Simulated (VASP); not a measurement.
Output of a VASP run:

File OSZICAR:
```
       N       E                     dE             d eps       ncg     rms          rms(c)
DAV:   1     0.424055044542E+02    0.42406E+02   -0.57445E+03  2369   0.108E+03
DAV:   2    -0.308445986528E+01   -0.45490E+02   -0.43013E+02  2235   0.195E+02
DAV:   3    -0.347721282500E+01   -0.39275E+00   -0.39190E+00  2612   0.191E+01
DAV:   4    -0.347823660082E+01   -0.10238E-02   -0.10238E-02  2471   0.103E+00
DAV:   5    -0.347824348837E+01   -0.68875E-05   -0.68871E-05  2466   0.795E-02    0.749E+00
DAV:   6    -0.323199277369E+01    0.24625E+00   -0.86649E-01  2195   0.897E+00    0.497E+00
DAV:   7    -0.321792582828E+01    0.14067E-01   -0.55790E-02  2338   0.225E+00    0.258E+00
DAV:   8    -0.321617384374E+01    0.17520E-02   -0.87432E-04  2267   0.308E-01    0.188E-01
DAV:   9    -0.321616686859E+01    0.69751E-05   -0.11025E-05  2481   0.327E-02    0.127E-02
DAV:  10    -0.321617344346E+01   -0.65749E-05   -0.36511E-06  2379   0.251E-02    0.343E-03
DAV:  11    -0.321617332938E+01    0.11408E-06   -0.54948E-08  1778   0.221E-03    0.326E-04
DAV:  12    -0.321617328774E+01    0.41637E-07   -0.43641E-09  1129   0.758E-04
   1 F= -.38503773E+01 E0= -.38502384E+01  d E =-.416523E-03
```

OUTCAR:
```
------------------------ aborting loop because EDIFF is reached ----------------------------------------
  Edisp (eV):   -0.63420
  FORCE on cell =-STRESS in cart. coord.  units (eV):
  Direction    XX          YY          ZZ          XY          YZ          ZX
  --------------------------------------------------------------------------------------
  Total      -0.91762    -0.91762    -0.91762    -0.00000     0.00000     0.00000
  in kB     -80.24769   -80.24769   -80.24769    -0.00000     0.00000     0.00000
  external pressure =      -80.25 kB  Pullay stress =        0.00 kB
  volume of cell :       18.32
      direct lattice vectors                 reciprocal lattice vectors
     0.000000000  2.092360752  2.092360752    -0.238964528  0.238964528  0.238964528
     2.092360752  0.000000000  2.092360752     0.238964528 -0.238964528  0.238964528
     2.092360752  2.092360752  0.000000000     0.238964528  0.238964528 -0.238964528
 POSITION                                       TOTAL-FORCE (eV/Angst)
 -----------------------------------------------------------------------------------
      0.00000      0.00000      0.00000         0.000000      0.000000      0.000000
 -----------------------------------------------------------------------------------
    total drift:                                0.000000     -0.000000     -0.000000
  FREE ENERGIE OF THE ION-ELECTRON SYSTEM (eV)
  ---------------------------------------------------
  free  energy   TOTEN  =        -3.8503772799 eV

  energy  without entropy=       -3.8499607573  energy(sigma->0) =       -3.85023844
```
(Selected blocks of OUTCAR.)

### POSCAR
```
Au
1
    0.0000000000     2.0923607516     2.0923607516
    2.0923607516     0.0000000000     2.0923607516
    2.0923607516     2.0923607516     0.0000000000
Au
1
Direct
  0.0000000000   0.0000000000   0.0000000000
```

Question: Reconstruct the remaining input files.

Answer: This is not unique; one that fits is the input of the run itself, PBE GGA with D4 dispersion, plane waves, VASP's PBE PAW potentials (set 64).

**KPOINTS**
```
Automatic mesh
0
Gamma
15 15 15
0 0 0
```

### INCAR
```
LCHARG=.FALSE.
ISIF=2
ENCUT=520
LMAXMIX=6   ! l cut-off of mixed one-centre charges
LREAL=.FALSE.   ! projection in real space or not
SYSTEM=Au
IVDW=13
PREC=Accurate
ISMEAR=1
SIGMA=0.1
GGA=PE   ! PBE
ALGO=Normal
LWAVE=.FALSE.
LASPH=.TRUE.
NELM=100   ! most electronic steps
EDIFF=1E-7   ! SCF stop (eV)
```

POTCAR, in this order: Au (PBE.64 set). Program: vasp_std.

The compound is Au in the fcc structure. This cell is one point of a volume scan, at 1.06 of the reference volume.
